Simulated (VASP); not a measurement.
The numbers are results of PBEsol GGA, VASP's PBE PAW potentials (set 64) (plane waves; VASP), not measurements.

The input files of a VASP run:

INCAR:
```
SIGMA  =  0.1   # width (eV)
NELM  =  100   # most electronic steps
ALGO  =  Normal   # blocked Davidson
ISIF  =  3   # ions, shape and volume
LMAXMIX  =  6   # l cut-off of mixed one-centre charges
NSW  =  60
PREC  =  Accurate
LCHARG  =  .FALSE.
EDIFFG  =  -0.01
ENCUT  =  400
IBRION  =  2   # conjugate gradients
SYSTEM  =  Ir
LWAVE  =  .FALSE.
EDIFF  =  1E-6
ISMEAR  =  1   # Methfessel-Paxton
LASPH  =  .TRUE.
LREAL  =  .FALSE.   # projection in real space or not
GGA  =  PS   # PBEsol
```

File KPOINTS:
```
Automatic mesh
0
Gamma
15 15 15
0 0 0
```

### POSCAR
```
Ir
1
    0.0000000000     1.9200000000     1.9200000000
    1.9200000000     0.0000000000     1.9200000000
    1.9200000000     1.9200000000     0.0000000000
Ir
1
Direct
  0.0000000000   0.0000000000   0.0000000000
```

POTCAR, in this order: Ir (PBE.64 set). Program: vasp_std.

Output

**OUTCAR**
```
 ion  position               nearest neighbor table
   1  0.000  0.000  0.000-
  LATTYP: Found a face centered cubic cell.
 ALAT       =     3.8400000000
 Subroutine PRICEL returns:
 Original cell was already a primitive cell.
 Subroutine GETGRP returns: Found 48 space group operations
The static configuration has the point symmetry O_h .
The dynamic configuration has the point symmetry O_h .
 Subroutine INISYM returns: Found 48 space group operations
 Subroutine IBZKPT returns following result:
 Found    120 irreducible k-points:

 Following reciprocal coordinates:
            Coordinates               Weight
  0.000000  0.000000  0.000000      1.000000
  0.066667  0.000000  0.000000      8.000000
  0.133333  0.000000  0.000000      8.000000
  0.200000  0.000000  0.000000      8.000000
  0.266667  0.000000  0.000000      8.000000
  0.333333  0.000000  0.000000      8.000000
  0.400000  0.000000  0.000000      8.000000
  0.466667  0.000000  0.000000      8.000000
  0.066667  0.066667  0.000000      6.000000
  0.133333  0.066667  0.000000     24.000000
  0.200000  0.066667  0.000000     24.000000
  0.266667  0.066667  0.000000     24.000000
  0.333333  0.066667  0.000000     24.000000
  0.400000  0.066667  0.000000     24.000000
  0.466667  0.066667  0.000000     24.000000
 -0.466667  0.066667  0.000000     24.000000
 -0.400000  0.066667  0.000000     24.000000
 -0.333333  0.066667  0.000000     24.000000
 -0.266667  0.066667  0.000000     24.000000
 -0.200000  0.066667  0.000000     24.000000
 -0.133333  0.066667  0.000000     24.000000
 -0.066667  0.066667  0.000000     12.000000
  0.133333  0.133333  0.000000      6.000000
  0.200000  0.133333  0.000000     24.000000
  0.266667  0.133333  0.000000     24.000000
  0.333333  0.133333  0.000000     24.000000
  0.400000  0.133333  0.000000     24.000000
  0.466667  0.133333  0.000000     24.000000
 -0.466667  0.133333  0.000000     24.000000
 -0.400000  0.133333  0.000000     24.000000
 -0.333333  0.133333  0.000000     24.000000
 -0.266667  0.133333  0.000000     24.000000
 -0.200000  0.133333  0.000000     24.000000
 -0.133333  0.133333  0.000000     12.000000
  0.200000  0.200000  0.000000      6.000000
  0.266667  0.200000  0.000000     24.000000
  0.333333  0.200000  0.000000     24.000000
  0.400000  0.200000  0.000000     24.000000
  0.466667  0.200000  0.000000     24.000000
 -0.466667  0.200000  0.000000     24.000000
   k-points           NKPTS =    120   k-points in BZ     NKDIM =    120   number of bands    NBANDS=      8
   number of dos      NEDOS =    301   number of ions     NIONS =      1
   total plane-waves  NPLWV =   5832
   dimension x,y,z NGX =    18 NGY =   18 NGZ =   18
   dimension x,y,z NGXF=    36 NGYF=   36 NGZF=   36
   ions per type =               1
   PREC   = accura    normal or accurate (medium, high low for compatibility)
   ISTART =      0    job   : 0-new  1-cont  2-samecut
   ICHARG =      2    charge: 1-file 2-atom 10-const
   ISPIN  =      1    spin polarized calculation?
   LNONCOLLINEAR =      F non collinear calculations
   LSORBIT =      F    spin-orbit coupling
   INIWAV =      1    electr: 0-lowe 1-rand  2-diag
   ENCUT  =  400.0 eV  29.40 Ry    5.42 a.u.   4.43  4.43  4.43*2*pi/ulx,y,z
   NELM   =    100;   NELMIN=  2; NELMDL= -5     # of ELM steps
   EDIFF  = 0.1E-05   stopping-criterion for ELM
   LREAL  =      F    real-space projection
   NLSPLINE    = F    spline interpolate recip. space projectors
   LMAXMIX     =    6 max onsite mixed and CHGCAR
   VOSKOWN=      0    Vosko Wilk Nusair interpolation
...
```

File OSZICAR:
```
       N       E                     dE             d eps       ncg     rms          rms(c)
DAV:   1     0.299279067816E+02    0.29928E+02   -0.38067E+03  2080   0.814E+02
DAV:   2    -0.997261287997E+01   -0.39901E+02   -0.37665E+02  1936   0.180E+02
DAV:   3    -0.104582362462E+02   -0.48562E+00   -0.48510E+00  2744   0.264E+01
DAV:   4    -0.104612555122E+02   -0.30193E-02   -0.30191E-02  2560   0.151E+00
DAV:   5    -0.104612664102E+02   -0.10898E-04   -0.10898E-04  2776   0.583E-02    0.157E+01
DAV:   6    -0.992953658300E+01    0.53173E+00   -0.11311E+00  2216   0.145E+01    0.621E+00
DAV:   7    -0.983207767783E+01    0.97459E-01   -0.34354E-01  2528   0.740E+00    0.152E+00
DAV:   8    -0.982731320393E+01    0.47645E-02   -0.15173E-03  2064   0.581E-01    0.870E-01
DAV:   9    -0.982469532345E+01    0.26179E-02   -0.16701E-03  2448   0.692E-01    0.195E-02
DAV:  10    -0.982469581013E+01   -0.48668E-06   -0.55012E-06  2600   0.281E-02
   1 F= -.98246958E+01 E0= -.98245777E+01  d E =-.982470E+01
       N       E                     dE             d eps       ncg     rms          rms(c)
DAV:   1    -0.985138395208E+01   -0.26689E-01   -0.13301E+00  2088   0.189E+01    0.200E+00
DAV:   2    -0.982080286806E+01    0.30581E-01   -0.75766E-02  2136   0.381E+00    0.605E-01
DAV:   3    -0.981729794732E+01    0.35049E-02   -0.15306E-02  2352   0.158E+00    0.168E-01
DAV:   4    -0.981731542677E+01   -0.17479E-04   -0.29056E-04  2544   0.153E-01    0.190E-02
DAV:   5    -0.981732455168E+01   -0.91249E-05   -0.74496E-06  2744   0.255E-02    0.489E-03
DAV:   6    -0.981732655074E+01   -0.19991E-05   -0.97241E-07  1800   0.606E-03    0.451E-04
DAV:   7    -0.981732655945E+01   -0.87081E-08   -0.27309E-08  1016   0.193E-03
   2 F= -.98173266E+01 E0= -.98172014E+01  d E =0.736925E-02
       N       E                     dE             d eps       ncg     rms          rms(c)
DAV:   1    -0.984688234705E+01   -0.29556E-01   -0.84834E-01  2072   0.151E+01    0.141E+00
DAV:   2    -0.982741224178E+01    0.19470E-01   -0.50335E-02  2128   0.306E+00    0.545E-01
DAV:   3    -0.982518465047E+01    0.22276E-02   -0.10023E-02  2328   0.126E+00    0.171E-01
DAV:   4    -0.982517677180E+01    0.78787E-05   -0.18179E-04  2512   0.142E-01    0.228E-02
DAV:   5    -0.982518086747E+01   -0.40957E-05   -0.63343E-06  2760   0.162E-02    0.464E-03
DAV:   6    -0.982518156024E+01   -0.69277E-06   -0.25789E-07  1136   0.377E-03
   3 F= -.98251816E+01 E0= -.98250623E+01  d E =-.485750E-03
```

File OUTCAR:
```
------------------------ aborting loop because EDIFF is reached ----------------------------------------
  FORCE on cell =-STRESS in cart. coord.  units (eV):
  Direction    XX          YY          ZZ          XY          YZ          ZX
  --------------------------------------------------------------------------------------
  Total       -0.0005013     -0.0005013     -0.0005013      0.0000000      0.0000000      0.0000000
  in kB       -0.0570397     -0.0570397     -0.0570397      0.0000000      0.0000000      0.0000000
  external PRESSURE =      -0.0570397 kB  Pullay stress =       0.0000000 kB
  volume of cell :       14.08
      direct lattice vectors                 reciprocal lattice vectors
     0.000000000  1.916612200  1.916612200    -0.260876979  0.260876979  0.260876979
     1.916612200 -0.000000000  1.916612200     0.260876979 -0.260876979  0.260876979
     1.916612200  1.916612200  0.000000000     0.260876979  0.260876979 -0.260876979
 POSITION                                       TOTAL-FORCE (eV/Angst)
 -----------------------------------------------------------------------------------
      0.00000      0.00000      0.00000        -0.000000      0.000000      0.000000
 -----------------------------------------------------------------------------------
    total drift:                               -0.000000      0.000000     -0.000000
  FREE ENERGIE OF THE ION-ELECTRON SYSTEM (eV)
  ---------------------------------------------------
  free  energy   TOTEN  =        -9.8251815602 eV

  energy  without entropy=       -9.8248236998  energy(sigma->0) =       -9.82506227

 reached required accuracy - stopping structural energy minimisation
```
(Selected blocks of OUTCAR.)

**CONTCAR**
```
Ir
   1.00000000000000
     0.0000000000000000    1.9166122003383534    1.9166122003383534
     1.9166122003383534   -0.0000000000000000    1.9166122003383534
     1.9166122003383534    1.9166122003383534    0.0000000000000000
  Ir
     1
Direct
     0.0000000000000000    0.0000000000000000    0.0000000000000000
```

The compound is Ir in the fcc structure. This run relaxes it. Symmetry was kept, so distortions that lower it aren't found.
